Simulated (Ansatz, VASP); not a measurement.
# Cross-check of AlN between VASP and Ansatz, part 2 of 2

One calculation is typed for both programs; each brings its own data sets. How far apart do they land? The cell is taken from a series of runs on this material, whose earlier steps may have relaxed, scaled, displaced or heated it; both programs get it as it stands.

VASP 6.6.1 and Ansatz 0.2.0.

So far: The structure; VASP: G0W0 gap, PBE.

### Step 3. Ansatz: G0W0 gap, PBE

Level of this step: Ansatz beside VASP: Kohn-Sham DFT, plane waves, PBE (Ansatz).

Ansatz runs on its default PAW (the set named soft_2) files.

The same cell, functional and mesh now go to Ansatz, which takes its cutoff from its data sets.

The input, input.yaml:

```yaml
crystal:
  lattice:
    - [3.1302233403, 0.0, 0.0]
    - [-1.5651116702, 2.7108529323, 0.0]
    - [0.0, 0.0, 5.0179965356]
  atoms:
    - { symbol: Al, position: [0.3333333333, 0.6666666667, -0.0007694124] }
    - { symbol: Al, position: [0.6666666667, 0.3333333333, 0.4992305876] }
    - { symbol: "N", position: [0.3333333333, 0.6666666667, 0.3807694124] }
    - { symbol: "N", position: [0.6666666667, 0.3333333333, 0.8807694124] }
kpoints:
  mp_grid: { grid: [6, 6, 4] }
hamiltonian:
  xc: pbe
scf:
  occupations: { method: fixed }
gw:
  n_empty_bands: 127
  ecut_chi: 120
  qp_bands: [v2, c2]
  qp_kpoints: band_edges
  screening: { model: contour_deformation }
```

Launch:

```sh
ansatz run input.yaml --threads 2 --pin off --max-ram 92160MiB --backend cuda --devices 1 --max-vram 13GiB --events-out ev --progress --plain --runs-dir out
```

Numbers of over 12 decimals in the logs are rounded to 6 here.

What it wrote:

```text
GPUs: using 1 of 1 available (devices: 1).
Engine: ansatz 0.2.0, x86_64-unknown-linux-gnu
Pseudopotentials: kind: paw
Pseudopotential: Al, paw, valence charge 3, recommended cutoff 420 eV (normal), Al.paw.azcp
Pseudopotential: N, paw, valence charge 5, recommended cutoff 420 eV (normal), N.paw.azcp
Functional definition: PBE
  parameter kappa = 0.804
  parameter beta = 0.066725
  exchange = pbe_x(kappa = kappa, mu = beta*pi^2/3)
  correlation = pbe_c(beta = beta)
device memory: the entry about to start is reckoned to put 0.5 GiB on a device that reports 53.8 GiB free (of which the cap on the GPU budget leaves the run 13.0 GiB)
GPU FFT provider: cuFFT
GPU libraries: cuBLAS 13.8.2, cuFFT 12.4.0, cuSOLVER 12.3.4
Crystal: 4 atoms, lattice volume = 42.581 Å³
Basis set: ecut = 420 eV, 833 PW (Γ)
Bands: 12, of which v1, the nominal top of the filled ones, is band 8 counted from 1 (7 counted from 0)
Symmetry: 12 space group operations
Space group: P63mc (ITA 186), of the structure as read, at distance tolerance 3.5e-5 Å
k-points: 21 of 144 (time reversal used)
Non-local potential: Al, projectors of the file, l = 0: 2, l = 1: 2, l = 2: 1
Non-local potential: N, projectors of the file, l = 0: 2, l = 1: 2, l = 2: 1
PAW form: soft (Blöchl's): semilocal exchange-correlation on the pseudo side does not see the compensation charge
PAW one-centre angular grid: Al, 110 points (default); XC on 64 Gauss nodes
PAW one-centre angular grid: N, 110 points (default); XC on 64 Gauss nodes
Initial density: superposition of atomic densities (neutral atoms: chi_scale 0, normalization atom), corrected by the library's trained network
Initial wavefunctions: pseudopotential atomic-orbital guess
GPU buffer pool allocated for 20736 grid points (all kernels)
GPU transforms: local potential and band sums: pruned to the plane-wave sphere, on 24×24×36
Functional: x = pbe(κ = 0.804, μ = 0.219515), c = pbe(β = 0.066725)
SCF iter   1: F=—  HF=-1848.506255 eV  |F-HF|=—  |Δ(HF+E_count)|=         —  Δρ=7.88e-4  dr2=1.12e-4  ethr=1.77e-3  ⟨swp⟩=4.5  Hψ=1404  notcnv=0  defer=35
preconditioner: auto → none  [insulator: Δε(μ)=4.031 eV  Ē_g=12.980 eV  n_scr=2 (ndim 8)  ℏωp=22.8 eV  f_vac=0.000  ε∞_Penn≈4.1]
SCF iter   2: F=—  HF=-1848.506599 eV  |F-HF|=—  |Δ(HF+E_count)|=   3.44e-4  Δρ=4.10e-4  dr2=2.06e-5  ethr=7.01e-7  ⟨swp⟩=2.1  Hψ=625  notcnv=0  defer=42
SCF iter   3: F=—  HF=-1848.506672 eV  |F-HF|=—  |Δ(HF+E_count)|=   7.21e-5  Δρ=1.69e-4  dr2=5.95e-6  ethr=1.28e-7  ⟨swp⟩=2.0  Hψ=378  notcnv=0  defer=22
iter 4 did not close the SCF: its close was put off for the readings that it lacked (scf_convergence_deferred on its scf_iter line)
SCF iter   4: F=-1848.506684 eV  HF=-1848.506683 eV  |F-HF|=3.99e-8  |Δ(HF+E_count)|=   1.19e-5  Δρ=1.62e-5  dr2=5.45e-8  ethr=3.72e-8  ⟨swp⟩=2.0  Hψ=402  notcnv=0  defer=42
iter 5 did not close the SCF: its close was put off for the readings that it lacked (scf_convergence_deferred on its scf_iter line)
SCF iter   5: F=-1848.506684 eV  HF=-1848.506684 eV  |F-HF|=6.64e-9  |Δ(HF+E_count)|=   4.75e-8  Δρ=4.94e-6  dr2=4.49e-9  ethr=3.40e-10  ⟨swp⟩=2.7  Hψ=431  notcnv=0  defer=42
SCF iter   6: F=-1848.506684 eV  HF=-1848.506684 eV  |F-HF|=3.41e-11  |Δ(HF+E_count)|=   7.51e-9  Δρ=3.09e-7  dr2=2.12e-11  ethr=2.80e-11  ⟨swp⟩=4.0  Hψ=1366  notcnv=0
SCF 1 converged in 6 iterations: F = -1848.506684 eV  dr2 = 2.12e-11
  greatest PAW one-centre occupation: 0.787 electrons in one spin orbital (limit 2), on the N atom at site 3 (counted from 0), in its partial waves of l = 0
device memory: the entry about to start is reckoned to put 0.5 GiB on a device that reports 53.8 GiB free (of which the cap on the GPU budget leaves the run 13.0 GiB)
NSCF: frozen V_eff on 21 k-points, pencils in batches of 32, up to order 48
the band table was solved once the SCF had ended and its energy, with any forces and stress, was formed, with the checks that follow a solve (1527 applications of the Hamiltonian). They found nothing against the state; the energy, forces and stress were not computed again (output.eigenvalues in the input reference)
device memory: the entry about to start is reckoned to put 1.7 GiB on a device that reports 52.1 GiB free (of which the cap on the GPU budget leaves the run 13.0 GiB)
NSCF: frozen V_eff on 21 k-points
G₀W₀ screening: q 1/21
[... further progress lines ...]
SCF converged after 6 iterations
Free energy (F): -1848.506684 eV
Harris-Foulkes:  -1848.506684 eV  (|F-HF|=3.41e-11)
Internal energy: -1848.506684 eV  (E = F + TS)
E sigma→0 (E₀):  -1848.506684 eV
Fermi energy:    6.944075 eV
--- Per-component energies (eV) ---
  E_band       = 27.866125
  E_kinetic    = 317.332822
  E_local      = -451.621733  (includes V_loc(G=0)·N_el)
  E_nonlocal   = 110.498560
  E_hartree    = 156.653055
  E_xc         = -203.251068
  E_vxc        = -215.381627  (∫ρ·V_xc dr)
  E_paw        = -1190.067533  (= ΣΔE_a)
  E_vpaw       = -46.268266  (= ΣTr[D̂ρ^β])
  E_aug_tail   = 0.000195  (compensation charges beyond the density's cutoff)
  E_ewald      = -588.050982
  E_smearing   = -0.000000  (= −TS)
  E_closure    = 0.000000  (closes the sum)
  Σ components = -1848.506684   (vs F -1848.506684, Δ=0.00e0)
--- Band table (eV; the first three rows and the last of 21) ---
  k-point 0: bands = [... 4 lower, 6.1019, 6.7414, 6.7414, 6.9441, 10.9778, 13.4570, 17.3970, 17.9789]
  k-point 1: bands = [... 4 lower, 6.1907, 6.1907, 6.6432, 6.6432, 11.9483, 13.5710, 17.0668, 17.9511]
  k-point 2: bands = [... 4 lower, 6.4125, 6.4125, 6.4125, 6.4125, 13.2506, 13.2506, 17.1197, 17.1197]
  k-point 20: bands = [... 4 lower, 3.1651, 3.1651, 6.1579, 6.1579, 14.2975, 14.2975, 14.6575, 14.6575]
--- G₀W₀: contour deformation, 6 samples at zero and on the imaginary axis and 2 off it, 144 q-points, 127 empty bands' worth ---
  eigenvalues of the whole cell's RPA ε∞ on this k-mesh (on a slab, of 1 + 4πα/V) = 4.2533, 4.2533, 4.4235; static W/v taken at q = 0 is 0.232464
  bands read: the sum over 135 bands ends inside a degenerate multiplet in 8 slots, whose members it reads at an even weight; the widest, k=2: bands 135 to 136 (counted from 1) at 1/2 each
  gw.qp_kpoints: band_edges: 15 of 21 stored k-points solved, in 1 pass; an edge of the gap read off the rows below is read off those points alone
    valence top: of the k-points left out ik 13 came nearest to being solved in a further pass, in band 8 (counted from 1, as in the quasiparticle table): it holds the edge there only if its correction is more favourable than any solved in that band by at least 0.540 eV; those differ by 0.276 eV
    conduction bottom: of the k-points left out ik 16 came nearest to being solved in a further pass, in band 9 (counted from 1, as in the quasiparticle table): it holds the edge there only if its correction is more favourable than any solved in that band by at least 1.419 eV; those differ by 0.467 eV
    ik  band        ε_KS         Σx   Σc(E_QP)       V_xc       Z   E_QP_lin       E_QP  E_QP is
     0     7      6.7414   -21.6545     3.2048   -17.6329  0.7811     5.9183     5.9245  root
     0     8      6.9441   -21.6589     3.1339   -17.7420  0.7814     6.1554     6.1610  root
     0     9     10.9778    -9.7897    -3.8212   -14.3942  0.8164    11.7653    11.7612  root
     0    10     13.4570    -7.9070    -4.3758   -13.1452  0.8222    14.3253    14.3194  root
     1     7      6.6432   -21.6554     3.2371   -17.5865  0.7806     5.8048     5.8114  root
     1     8      6.6432   -21.6554     3.2371   -17.5865  0.7806     5.8048     5.8114  root
     1     9     11.9483   -10.1611    -3.8950   -14.9091  0.8098    12.8065    12.8013  root
     1    10     13.5710    -8.2062    -4.4006   -13.4941  0.8180    14.4646    14.4582  root
     2     7      6.4125   -21.6471     3.3045   -17.4783  0.7795     5.5408     5.5482  root
     2     8      6.4125   -21.6471     3.3045   -17.4783  0.7795     5.5408     5.5482  root
     2     9     13.2506    -9.3686    -4.2983   -14.5990  0.8074    14.1900    14.1827  root
     2    10     13.2506    -9.3686    -4.2983   -14.5990  0.8074    14.1900    14.1827  root
     3     7      6.6606   -21.7258     3.2373   -17.6613  0.7806     5.8269     5.8334  root
     3     8      6.7752   -21.6287     3.1812   -17.6400  0.7806     5.9616     5.9677  root
     3     9     12.2648   -10.1322    -3.9602   -14.9695  0.8081    13.1476    13.1419  root
     3    10     14.5214    -7.8811    -4.5424   -13.3455  0.8154    15.4509    15.4434  root
     4     7      6.4107   -21.4241     3.2549   -17.3054  0.7797     5.5396     5.5469  root
     4     8      6.5060   -21.6528     3.2713   -17.5309  0.7800     5.6484     5.6554  root
     4     9     12.7192    -9.6509    -4.0933   -14.6277  0.8071    13.6089    13.6027  root
     4    10     14.5523    -8.2360    -4.5917   -13.7713  0.8078    15.5043    15.4959  root
     6     7      6.0920   -21.1471     3.2800   -16.9691  0.7787     5.1858     5.1940  root
     6     8      6.4032   -21.6973     3.3029   -17.5305  0.7795     5.5320     5.5393  root
     6     9     13.1015    -7.2448    -4.2673   -12.2552  0.8179    13.8492    13.8446  root
     6    10     13.5890    -6.1239    -4.3795   -11.1839  0.8181    14.2736    14.2696  root
[...]
18     7      4.6035   -20.6028     3.6242   -15.9197  0.7693     3.5301     3.5447  root
    18     8      4.6035   -20.6028     3.6242   -15.9197  0.7693     3.5301     3.5447  root
    18     9     11.9951    -4.8130    -4.1307    -9.4087  0.8321    12.4617    12.4601  root
    18    10     15.2118    -7.6386    -4.7830   -13.3556  0.7919    16.1560    16.1458  root
    20     7      6.1579   -21.6186     3.3401   -17.3883  0.7781     5.2596     5.2677  root
    20     8      6.1579   -21.6186     3.3401   -17.3883  0.7781     5.2596     5.2677  root
    20     9     14.2975    -6.8062    -4.5475   -12.1369  0.8040    15.0869    15.0806  root
    20    10     14.2975    -6.8062    -4.5475   -12.1369  0.8040    15.0869    15.0806  root
```

### Step 4. Side by side

Known differences besides the potentials themselves: fixed occupations in Ansatz, narrow Gaussian smearing in VASP; the cutoff is 420 eV in Ansatz and 450 eV in VASP; VASP leaves aspherical gradient terms in its spheres out (LASPH is not set), Ansatz keeps them; Ansatz integrates over frequency by contour deformation, VASP on a grid of NOMEGA points; Ansatz's G0W0 levels solve the quasiparticle equation, VASP's are linearised. Total energies have different zeros and are not compared.

Both answers:

| quantity | Ansatz | VASP | difference |
| --- | --- | --- | --- |
| G0W0 gap on the mesh (eV) | 5.60 | 5.54 | +0.06 |
| Kohn-Sham gap under it (eV) | 4.03 | 4.04 | 0.00 |

### Step 5. What came out

```json
{
  "difference in G0W0 gap on the mesh (G0W0 gap, PBE)": "0.057 eV"
}
```

What this shows: The difference in G0W0 gap on the mesh is 0.057 eV (G0W0 gap, PBE). Such differences can come from data sets, numerical settings and the points named under the comparisons, not from the functional's error against experiment.

[Lines on the potential files, build, host, timing and source positions are cut from VASP's logs without a mark.]

[Logs are printed without paths, hosts, clocks, repeated set-up lines and the standing remarks that a program may print on its own settings, such as how far it seeks lower states.]

[Hosts, paths, dates, database ids (printed as entryN), source tags and the programs' standing remarks are cut or masked in the printed files.]
